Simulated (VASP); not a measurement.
# MgCd2S3 (Cmc2_1) in VASP: phonons with PBE

Aim: the phonons of MgCd2S3 with PBE.

Everything below comes from runs of VASP 6.6.1. Logs are shortened: lines on timing, memory, paths and dates and some standing lists are left out, and cuts for length are marked.

**1. The crystal as given**

The structure is orthorhombic, space group Cmc2_1 (No. 36). Conventional cell: a = 12.435 Å, b = 7.179 Å, c = 6.736 Å, α = 90.00°, β = 90.00°, γ = 90.00°. Mg (site symmetry m) has 4 S at 2.46 to 2.47 Å as nearest neighbours. Cd (site symmetry 1) is surrounded by 4 S at 2.57 to 2.58 Å. Around S (site symmetry 1) lie 1 Mg at 2.46 Å and 3 Cd at 2.57 to 2.58 Å. Around S (site symmetry m) lie 2 Mg at 2.46 to 2.47 Å and 2 Cd at 2.57 Å.

The cell was built by a generator and needn't be a form met in nature.

**2. Phonons, PBE**

Contents of POSCAR:

```
MgCd2S3
1.0
    6.2173100000     -3.5892600000      0.0000000000
    6.2173100000      3.5892600000      0.0000000000
    0.0000000000      0.0000000000      6.7363900000
Mg Cd S
2 4 6
Direct
    0.8362340000      0.1637660000      0.0001360000
    0.1637660000      0.8362340000      0.5001360000
    0.1664250000      0.5033270000      0.9984420000
    0.8335750000      0.4966730000      0.4984420000
    0.4966730000      0.8335750000      0.9984420000
    0.5033270000      0.1664250000      0.4984420000
    0.1667050000      0.5105060000      0.3808160000
    0.8332950000      0.4894940000      0.8808160000
    0.8443040000      0.1556960000      0.3664400000
    0.1556960000      0.8443040000      0.8664400000
    0.4894940000      0.8332950000      0.3808160000
    0.5105060000      0.1667050000      0.8808160000
```

Contents of INCAR.step1:

```
  PREC = Accurate
  ENCUT = 520
  EDIFF = 1E-8
  ISMEAR = 0
  SIGMA = 0.03
  LREAL = False
  LASPH = True
  NELM = 60
  ALGO = Normal
  ISIF = 3
  LWAVE = False
  LCHARG = False
  GGA = PE
  KPAR = 8
  IBRION = 2
  NSW = 40
  EDIFFG = -0.002
```

Contents of INCAR.step2:

```
  PREC = Accurate
  ENCUT = 520
  EDIFF = 1E-8
  ISMEAR = 0
  SIGMA = 0.03
  LREAL = False
  LASPH = True
  NELM = 60
  ALGO = Normal
  ISIF = 2
  LWAVE = False
  LCHARG = False
  GGA = PE
  KPAR = 8
  IBRION = 6
  NFREE = 2
  POTIM = 0.015
  NSW = 1
```

Contents of KPOINTS:

```
regular mesh
0
Gamma
  4 4 4
```

Potentials or basis: VASP PAW PBE potentials, release 64 (Mg, Cd, S).

Command:

```bash
cat potpaw_PBE.64/Mg/POTCAR potpaw_PBE.64/Cd/POTCAR potpaw_PBE.64/S/POTCAR > POTCAR
cp INCAR.step1 INCAR
mpirun -np 8 vasp_std > vasp.out
cp CONTCAR POSCAR
cp INCAR.step2 INCAR
mpirun -np 8 vasp_std > vasp.out
```

OUTCAR:

```text
PREC = Accurate
   ENCUT = 520
   EDIFF = 1E-8
   ISMEAR = 0
   LREAL = False
   LASPH = True
   NELM = 60
   ISIF = 2
   GGA = PE
   IBRION = 6
   NFREE = 2
   POTIM = 0.015
   NSW = 1

 ion  position               nearest neighbor table
   1  0.836  0.164  1.000-   8 2.46  12 2.46  10 2.46   9 2.47
   2  0.164  0.836  0.500-   7 2.46  11 2.46   9 2.46  10 2.47
   3  0.166  0.504  0.999-   8 2.57  12 2.57  10 2.57   7 2.58
   4  0.834  0.496  0.499-   7 2.57  11 2.57   9 2.57   8 2.58
   5  0.496  0.834  0.999-  12 2.57   8 2.57  10 2.57  11 2.58
   6  0.504  0.166  0.499-  11 2.57   7 2.57   9 2.57  12 2.58
   7  0.167  0.510  0.381-   2 2.46   4 2.57   6 2.57   3 2.58
   8  0.833  0.490  0.881-   1 2.46   3 2.57   5 2.57   4 2.58
   9  0.845  0.155  0.366-   2 2.46   1 2.47   4 2.57   6 2.57
  10  0.155  0.845  0.866-   1 2.46   2 2.47   3 2.57   5 2.57
  11  0.490  0.833  0.381-   2 2.46   6 2.57   4 2.57   5 2.58
  12  0.510  0.167  0.881-   1 2.46   5 2.57   3 2.57   6 2.58

  LATTYP: Found a base centered orthorhombic cell.
 ALAT       =     7.1793807315
 B/A-ratio  =     1.7323462853
 C/A-ratio  =     0.9383403396

  Lattice vectors:

 A1 = (  -6.2185867707,  -3.5896903658,   0.0000000000)
 A2 = (   6.2185867707,  -3.5896903658,   0.0000000000)
 A3 = (   0.0000000000,   0.0000000000,   6.7367025537)

Analysis of symmetry for initial positions (statically):
=====================================================================
 Subroutine PRICEL returns:
 Original cell was already a primitive cell.

 Routine SETGRP: Setting up the symmetry group for a
 base centered orthorhombic supercell.

 Subroutine GETGRP returns: Found  4 space group operations
 (whereof  2 operations were pure point group operations)
 out of a pool of  8 trial point group operations.

The static configuration has the point symmetry C_1h.
 The point group associated with its full space group is C_2v.

Analysis of symmetry for dynamics (positions and initial velocities):
=====================================================================
 Subroutine PRICEL returns:
 Original cell was already a primitive cell.

 Routine SETGRP: Setting up the symmetry group for a
 base centered orthorhombic supercell.

 Subroutine GETGRP returns: Found  4 space group operations
 (whereof  2 operations were pure point group operations)
 out of a pool of  8 trial point group operations.

The dynamic configuration has the point symmetry C_1h.
 The point group associated with its full space group is C_2v.

 Subroutine INISYM returns: Found  4 space group operations
 (whereof  2 operations are pure point group operations),
 and found     1 'primitive' translations

----------------------------------------------------------------------------------------

                                     Primitive cell

  volume of cell :     300.7641

  direct lattice vectors                    reciprocal lattice vectors
     6.218586771 -3.589690366  0.000000000     0.080404120 -0.139287779  0.000000000
     6.218586771  3.589690366  0.000000000     0.080404120  0.139287779  0.000000000
     0.000000000  0.000000000  6.736702554     0.000000000  0.000000000  0.148440575

  length of vectors
     7.180299321  7.180299321  6.736702554     0.160828816  0.160828816  0.148440575

  position of ions in fractional coordinates (direct lattice)
     0.835822789  0.164177211  0.999561627
     0.164177211  0.835822789  0.499561627
     0.166203109  0.503737067  0.998727030
     0.833796891  0.496262933  0.498727030
     0.496262933  0.833796891  0.998727030
     0.503737067  0.166203109  0.498727030
     0.166983462  0.509932140  0.381034999
     0.833016538  0.490067860  0.881034999
     0.844593205  0.155406795  0.366006316
     0.155406795  0.844593205  0.866006316
     0.490067860  0.833016538  0.381034999
     0.509932140  0.166983462  0.881034999

  ion indices of the primitive-cell ions
   primitive index   ion index
                 1           1
                 2           2
                 3           3
                 4           4
                 5           5
                 6           6
                 7           7
                 8           8
                 9           9
                10          10
                11          11
                12          12

[... 48 lines left out ...]
  0.500000  0.500000  0.500000      1.000000
   k-points           NKPTS =     21   k-points in BZ     NKDIM =     21   number of bands    NBANDS=     52
   number of dos      NEDOS =    301   number of ions     NIONS =     12
   total plane-waves  NPLWV = 145800
   dimension x,y,z NGX =    54 NGY =   54 NGZ =   50
   dimension x,y,z NGXF=   108 NGYF=  108 NGZF=  100
   ions per type =               2   4   6
   NGX,Y,Z   is equivalent  to a cutoff of  12.50, 12.50, 12.34 a.u.
   NGXF,Y,Z  is equivalent  to a cutoff of  25.01, 25.01, 24.68 a.u.
 SYSTEM =  unknown system
   PREC   = accura    normal or accurate (medium, high low for compatibility)
   ISTART =      0    job   : 0-new  1-cont  2-samecut
   ICHARG =      2    charge: 1-file 2-atom 10-const
   ISPIN  =      1    spin polarized calculation?
   LNONCOLLINEAR =      F non collinear calculations
   LSORBIT =      F    spin-orbit coupling
   LASPH  =      T    aspherical Exc in radial PAW
   ENCUT  =  520.0 eV  38.22 Ry    6.18 a.u.  13.35 13.35 12.53*2*pi/ulx,y,z
   NELM   =     60;   NELMIN=  2; NELMDL=  0     # of ELM steps
   EDIFF  = 0.1E-07   stopping-criterion for ELM
   LREAL  =      F    real-space projection
   EDIFFG = 0.1E-06   stopping-criterion for IOM
   NSW    =    181    number of steps for IOM
   IBRION =      6    ionic relax: 0-MD 1-quasi-New 2-CG
   NFREE  =      2    steps in history (QN), initial steepest desc. (CG)
   ISIF   =      2    stress and relaxation
   ISYM   =      2    0-nonsym 1-usesym 2-fastsym
   POTIM  = 0.0150    time-step for ionic-motion
   TEBEG  =    0.0;   TEEND  =   0.0 temperature during run
   PSTRESS=    0.0 pullay stress
   NELECT =      88.0000    total number of electrons
   NUPDOWN=      -1.0000    fix difference up-down
   EMIN   =  10.00;   EMAX   =-10.00  energy-range for DOS
   EFERMI =   0.00;   METHOD = LEGACY
   ISMEAR =     0;   SIGMA  =   0.03  broadening in eV -4-tet -1-fermi 0-gaus
   EFERMI_NEDOS =   21; number of points for ismear=-14 and -15
   IALGO  =     38    algorithm
   IMIX   =      4    mixing-type and parameters
     AMIX     =   0.40;   BMIX     =  1.00
     AMIX_MAG =   1.60;   BMIX_MAG =  1.00
  volume/ion in A,a.u.               =      25.06       169.14
  Fermi-wavevector in a.u.,A,eV,Ry     =   1.086827  2.053805 16.071102  1.181193
  Thomas-Fermi vector in A             =   2.222972
   LORBIT       =      0    0 simple, 1 ext, 2 COOP (PROOUT), +10 PAW based schemes
   GGA     = PE    functional components
   LHFCALC =     F    Hartree Fock is set to
   AEXX    =    0.0000 exact exchange contribution
   IVDW    =     0    specifies the selected vdW correction
   LEPSILON=     F    determine dielectric tensor
   LRPA    =     F    only Hartree local field effects (RPA)
 finite differences with symmetry
 non-spin polarized calculation
 Gauss-broadening in eV      SIGMA  =   0.03
  energy-cutoff  :      520.00
  volume of cell :      300.76
 maximum number of plane-waves:      8127
 NGX is ok and might be reduce to    54
   NGX = 27   NGY = 27   NGZ = 25

--------------------------------------- Ionic step        1  -------------------------------------------

 number of electron      87.9999997 magnetization

 Free energy of the ion-electron system (eV)
  ---------------------------------------------------
  ext. energy  EPLUGINS =         0.00000000
  ---------------------------------------------------
  free energy    TOTEN  =       -41.56550996 eV

  energy without entropy =      -41.56550996  energy(sigma->0) =      -41.56550996

------------------------ aborting loop because EDIFF is reached ----------------------------------------

  FORCE on cell =-STRESS in cart. coord.  units (eV):
  Direction    XX          YY          ZZ          XY          YZ          ZX
  --------------------------------------------------------------------------------------
  -------------------------------------------------------------------------------------
  Total        0.0009239     -0.0001036     -0.0012252      0.0000000      0.0000000      0.0000000
  in kB        0.0049215     -0.0005518     -0.0065268      0.0000000      0.0000000      0.0000000
  external PRESSURE =      -0.0007190 kB  Pullay stress =       0.0000000 kB
[... 119 lines left out ...]
  FREE ENERGIE OF THE ION-ELECTRON SYSTEM (eV)
  ---------------------------------------------------
  free  energy   TOTEN  =       -41.5648223447 eV

  energy  without entropy=      -41.5648223447  energy(sigma->0) =      -41.56482234

[... ionic steps 4 to 22 ...]

--------------------------------------- Ionic step       23  -------------------------------------------

 number of electron      87.9999995 magnetization

------------------------ aborting loop because EDIFF is reached ----------------------------------------
[... 87 lines left out ...]
--------------------------------------- Ionic step       25  -------------------------------------------

 number of electron      87.9999997 magnetization

 Free energy of the ion-electron system (eV)
  ---------------------------------------------------
  ext. energy  EPLUGINS =         0.00000000
  ---------------------------------------------------
  free energy    TOTEN  =       -41.56465979 eV

  energy without entropy =      -41.56465979  energy(sigma->0) =      -41.56465979

 E-fermi :   1.0322     XC(G=0):  -8.7361

 val. band max:        0.8963330142   @ k =   0.0000   0.0000   0.0000
 cond. band min:       2.7189413935   @ k =   0.0000   0.0000   0.0000
 fundamental gap:      1.8226083793
 Fermi energy:         1.0321880345

 k-point     1 :       0.0000    0.0000    0.0000
  band No.  band energies     occupation
      1     -10.8839      2.00000
      2     -10.4441      2.00000
      3     -10.3471      2.00000
      4     -10.3457      2.00000
      5     -10.2793      2.00000
      6     -10.2476      2.00000
[... 1348 lines left out ...]
  FREE ENERGIE OF THE ION-ELECTRON SYSTEM (eV)
  ---------------------------------------------------
  free  energy   TOTEN  =       -41.5646597859 eV

  energy  without entropy=      -41.5646597859  energy(sigma->0) =      -41.56465979

 INTERNAL STRAIN TENSORS FROM DISPLACED ATOMS
 ============================================

 INTERNAL STRAIN TENSOR FOR ION    1 for displacements in x,y,z  (eV/Angst):
          X           Y           Z          XY          YZ          ZX
  --------------------------------------------------------------------------------
  x     0.00000     0.00000     0.00000     4.59648     0.00000    -3.26999
  y     4.50252    -4.22329    -0.21418     0.00000    -3.53926     0.00000
  z    -3.24931    -3.65571     6.58618     0.00000    -0.34907     0.00000
[... 8 lines left out ...]
 INTERNAL STRAIN TENSOR FOR ION   12 for displacements in x,y,z  (eV/Angst):
          X           Y           Z          XY          YZ          ZX
  --------------------------------------------------------------------------------
  x    -1.12663    -0.05621    -0.23589    -5.68137    -0.05735     3.14301
  y    -5.69866     6.33501     0.13361    -0.07166     3.10142    -0.04078
  z     3.05578     2.91809    -6.67461    -0.11936     0.12832    -0.21654

 Eigenvectors and eigenvalues of the dynamical matrix
   1 f  =    9.789738 THz    61.510739 2PiTHz  326.550516 cm-1    40.487086 meV
   2 f  =    9.773679 THz    61.409834 2PiTHz  326.014829 cm-1    40.420669 meV
   3 f  =    9.759636 THz    61.321603 2PiTHz  325.546421 cm-1    40.362594 meV
   4 f  =    9.687032 THz    60.865419 2PiTHz  323.124619 cm-1    40.062329 meV
   5 f  =    9.609212 THz    60.376462 2PiTHz  320.528824 cm-1    39.740491 meV
   6 f  =    9.534161 THz    59.904901 2PiTHz  318.025381 cm-1    39.430104 meV
[... 25 lines left out ...]
  32 f  =    1.484015 THz     9.324341 2PiTHz   49.501410 cm-1     6.137390 meV
  33 f  =    1.461429 THz     9.182432 2PiTHz   48.748039 cm-1     6.043984 meV
  34 f/i=    0.001755 THz     0.011027 2PiTHz    0.058542 cm-1     0.007258 meV
  35 f/i=    0.003515 THz     0.022088 2PiTHz    0.117261 cm-1     0.014538 meV
  36 f/i=    0.007703 THz     0.048402 2PiTHz    0.256959 cm-1     0.031859 meV

 ELASTIC MODULI CONTR FROM IONIC RELAXATION (kBar)
 Direction    XX          YY          ZZ          XY          YZ          ZX
 --------------------------------------------------------------------------------
 XX        -265.8915    110.2572    144.8666     -0.0000     -0.0000     -0.0000
 YY         110.2572   -262.8690    145.5809     -0.0000      0.0000      0.0000
 ZZ         144.8666    145.5809   -291.7652      0.0000      0.0000     -0.0000
 XY          -0.0000     -0.0000      0.0000   -186.1199      0.0000      0.0000
 YZ          -0.0000      0.0000      0.0000      0.0000    -75.1284      0.0000
 ZX          -0.0000      0.0000     -0.0000     -0.0000      0.0000    -74.5041
 --------------------------------------------------------------------------------
```

Wall time 34 min (8 MPI ranks of Intel Xeon Platinum 8488C (Sapphire Rapids), shared host); peak memory 0.87 GiB.

What came out:

- Highest phonon frequency at Γ, LO-TO splitting left out: 327 cm⁻¹

The path:
```csv
step,energy change (eV),largest force (eV/Å),pressure (GPa),volume (Å³)
1,0.0000,0.0094,0.02,300.65
2,0.0000,0.0082,-0.01,300.79
3,0.0000,0.0085,-0.02,300.86
4,-0.0001,0.0070,-0.01,300.80
5,-0.0001,0.0058,0.00,300.76
6,-0.0001,0.0080,0.02,300.68
7,-0.0001,0.0065,0.01,300.72
8,-0.0001,0.0050,0.00,300.75
9,-0.0001,0.0043,0.00,300.78
10,-0.0001,0.0040,0.00,300.78
11,-0.0001,0.0040,0.00,300.79
12,-0.0001,0.0046,-0.01,300.80
13,-0.0001,0.0042,-0.01,300.79
14,-0.0001,0.0022,0.01,300.72
15,-0.0001,0.0022,0.01,300.72
16,-0.0001,0.0026,-0.01,300.79
17,-0.0001,0.0018,0.00,300.76
```

Phonon frequencies in cm⁻¹ (negative: imaginary):
```csv
q point,frequencies
"(0.000, 0.000, 0.000)",0 0 0 49 50 66 66 77 84 85 89 92 114 157 166 172 182 208 232 239 242 243 253 253 259 260 260 263 267 282 318 321 323 326 326 327
```
